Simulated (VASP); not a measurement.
Output of a VASP run:

**OSZICAR**
```
       N       E                     dE             d eps       ncg     rms          rms(c)
DAV:   1     0.883180263343E+02    0.88318E+02   -0.72131E+03   416   0.964E+02
DAV:   2    -0.147451354123E+01   -0.89793E+02   -0.86606E+02   481   0.252E+02
DAV:   3    -0.499734006173E+01   -0.35228E+01   -0.35158E+01   506   0.530E+01
DAV:   4    -0.503333801759E+01   -0.35998E-01   -0.35995E-01   584   0.455E+00
DAV:   5    -0.503343016149E+01   -0.92144E-04   -0.92144E-04   481   0.221E-01    0.541E+00
DAV:   6    -0.481317553363E+01    0.22025E+00   -0.46114E-01   471   0.870E+00    0.441E+00
DAV:   7    -0.479747610706E+01    0.15699E-01   -0.11899E-01   466   0.251E+00    0.171E+00
DAV:   8    -0.479823909305E+01   -0.76299E-03   -0.10458E-02   441   0.140E+00    0.494E-01
DAV:   9    -0.479857207116E+01   -0.33298E-03   -0.98477E-04   481   0.360E-01    0.111E-01
DAV:  10    -0.479864166487E+01   -0.69594E-04   -0.12825E-04   451   0.117E-01    0.522E-02
DAV:  11    -0.479868567418E+01   -0.44009E-04   -0.86059E-05   434   0.658E-02    0.354E-02
DAV:  12    -0.479868457405E+01    0.11001E-05   -0.33016E-06   483   0.167E-02    0.209E-02
DAV:  13    -0.479868439263E+01    0.18142E-06   -0.53294E-07   313   0.409E-03
   1 F= -.47986844E+01 E0= -.47986844E+01  d E =-.479868E+01
       N       E                     dE             d eps       ncg     rms          rms(c)
DAV:   1    -0.489485518946E+01   -0.96171E-01   -0.19693E+00   456   0.184E+01    0.245E+00
DAV:   2    -0.481243164916E+01    0.82424E-01   -0.21433E-01   441   0.732E+00    0.787E-01
DAV:   3    -0.480319317657E+01    0.92385E-02   -0.22515E-02   436   0.165E+00    0.686E-01
DAV:   4    -0.480172083836E+01    0.14723E-02   -0.24110E-03   446   0.373E-01    0.126E-01
DAV:   5    -0.480163667822E+01    0.84160E-04   -0.27949E-04   436   0.215E-01    0.814E-02
DAV:   6    -0.480163797162E+01   -0.12934E-05   -0.58863E-05   434   0.767E-02    0.215E-02
DAV:   7    -0.480163799213E+01   -0.20513E-07   -0.12881E-05   491   0.457E-02    0.488E-03
DAV:   8    -0.480163918151E+01   -0.11894E-05   -0.16434E-06   351   0.156E-02    0.226E-03
DAV:   9    -0.480163931713E+01   -0.13562E-06   -0.34497E-07   333   0.585E-03
   2 F= -.48016393E+01 E0= -.48016393E+01  d E =-.295492E-02
       N       E                     dE             d eps       ncg     rms          rms(c)
DAV:   1    -0.480538593171E+01   -0.37468E-02   -0.74274E-02   456   0.351E+00    0.448E-01
DAV:   2    -0.480218291765E+01    0.32030E-02   -0.87074E-03   446   0.144E+00    0.142E-01
DAV:   3    -0.480185121719E+01    0.33170E-03   -0.83811E-04   431   0.308E-01    0.120E-01
DAV:   4    -0.480181237999E+01    0.38837E-04   -0.85371E-05   451   0.738E-02    0.227E-02
DAV:   5    -0.480181177216E+01    0.60782E-06   -0.98490E-06   426   0.407E-02
   3 F= -.48018118E+01 E0= -.48018118E+01  d E =-.312738E-02
```

### OUTCAR
```
------------------------ aborting loop because EDIFF is reached ----------------------------------------
  FORCE on cell =-STRESS in cart. coord.  units (eV):
  Direction    XX          YY          ZZ          XY          YZ          ZX
  --------------------------------------------------------------------------------------
  Total        0.0033326      0.0033326      0.0033326     -0.0000000     -0.0000000      0.0000000
  in kB        0.0740773      0.0740773      0.0740773     -0.0000000     -0.0000000      0.0000000
  external PRESSURE =       0.0740773 kB  Pullay stress =       0.0000000 kB
  volume of cell :       72.08
      direct lattice vectors                 reciprocal lattice vectors
    -0.000000000  3.303138673  3.303138673    -0.151371180  0.151371180  0.151371180
     3.303138673  0.000000000  3.303138673     0.151371180 -0.151371180  0.151371180
     3.303138673  3.303138673  0.000000000     0.151371180  0.151371180 -0.151371180
  FREE ENERGIE OF THE ION-ELECTRON SYSTEM (eV)
  ---------------------------------------------------
  free  energy   TOTEN  =        -4.8018117722 eV

  energy  without entropy=       -4.8018117722  energy(sigma->0) =       -4.80181177

 reached required accuracy - stopping structural energy minimisation
```
(Selected blocks of OUTCAR.)

**POSCAR**
```
CdTe
1
    0.0000000000     3.2821150000     3.2821150000
    3.2821150000     0.0000000000     3.2821150000
    3.2821150000     3.2821150000     0.0000000000
Cd Te
1 1
Direct
  0.0000000000   0.0000000000   0.0000000000
  0.2500000000   0.2500000000   0.2500000000
```

**Question.** Write an INCAR and KPOINTS that could have produced this output.

**Answer.** Several could match; the one computed here: the input of the run itself, PBE GGA, plane waves, VASP's PBE PAW potentials (set 64).

KPOINTS:
```
Automatic
0
G
6 6 6
```

**INCAR**
```
ALGO  =  Normal
EDIFF  =  1E-6
EDIFFG  =  -0.01
ENCUT  =  400
GGA  =  PE
IBRION  =  2
ISIF  =  3
ISMEAR  =  0
LASPH  =  T
LCHARG  =  F
LMAXMIX  =  4
LREAL  =  F
LWAVE  =  F
NELM  =  100
NSW  =  60
PREC  =  Accurate
SIGMA  =  0.05
SYSTEM  =  CdTe
```

POTCAR, in this order: Cd Te (PBE.64 set). Program: vasp_std.

The structure comes from a computed database's CdTe entry (F-43m); how it stands against other phases isn't given here. This run relaxes it. Symmetry was kept, so distortions that lower it aren't found.
